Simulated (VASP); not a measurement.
Data:

```yaml
crystal:
  lattice:
    - [0.00000, 2.28666, 2.28666]
    - [2.28666, 0.00000, 2.28666]
    - [2.28666, 2.28666, 0.00000]
  atoms:
    - { symbol: Ca, position: [0.00000, 0.00000, 0.00000] }
    - { symbol: O, position: [0.50000, 0.50000, 0.50000] }
```

All values below come from PBEsol GGA, VASP's PBE PAW potentials (set 64) (plane waves; VASP). Numerical set-up: 620 eV cut-off, 10×10×10 Γ-centred mesh, Gaussian smearing of 0.050 eV, potentials Ca_sv O.

Problem. Estimate the energy per atom (σ→0), pressure, band gap (on the k-mesh) with the smallest direct gap where there is one.

Solution. 
```
Item                                         Result
-----------------------------------  --------------
band gap (on the k-mesh)                    3.41 eV
smallest direct gap (on the k-mesh)         3.73 eV
energy per atom (σ→0)                -6.613 eV/atom
pressure                                  19.88 GPa
```

The compound is CaO in the rock salt structure. It was relaxed first under an external pressure of 20 GPa.
